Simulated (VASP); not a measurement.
Method: PBEsol GGA, VASP's PBE PAW potentials (set 64) (plane waves; VASP).

The input files of a VASP run:

### POSCAR
```
PbO
1.0
  3.9897209458   0.0000000000   0.0000000000
  0.0000000000   3.9897209458   0.0000000000
  0.0000000000   0.0000000000   5.0319030177
Pb O
2 2
Direct
  0.5000000000   0.0000000000   0.7642971501
  0.0000000000   0.5000000000   0.2357028499
  0.5000000000   0.5000000000   0.0000000000
  0.0000000000   0.0000000000   0.0000000000
```

INCAR:
```
GGA = PS
EDIFF = 1E-6
ENCUT = 620   ! plane-wave cut-off (eV)
NELM = 100   ! most electronic steps
LREAL = .False.   ! projection in real space or not
PREC = Accurate
LASPH = .True.
ISIF = 3
NSW = 40
EDIFFG = -0.02   ! ionic stop
LCHARG = .False.
IBRION = 2   ! conjugate gradients
SIGMA = 0.05
LMAXMIX = 4   ! l cut-off of mixed one-centre charges
SYSTEM = PbO
LWAVE = .False.
ALGO = Normal
ISMEAR = 0   ! Gaussian
```

### KPOINTS
```
kpoints
0
G
 6 6 5
```

POTCAR, in this order: Pb_d O (PBE.64 set). Program: vasp_std.

Problem. What will the output report for the number of irreducible k-points (NKPTS), largest plane-wave count, number of space-group operations, FFT grid (NGX, NGY, NGZ)?

Solution. 
```
Property                                      Result
--------------------------------------  ------------
number of irreducible k-points (NKPTS)            30
largest plane-wave count                        2864
number of space-group operations                  16
FFT grid (NGX, NGY, NGZ)                32 × 32 × 42
```

The compound is PbO in the litharge structure. It was relaxed first.
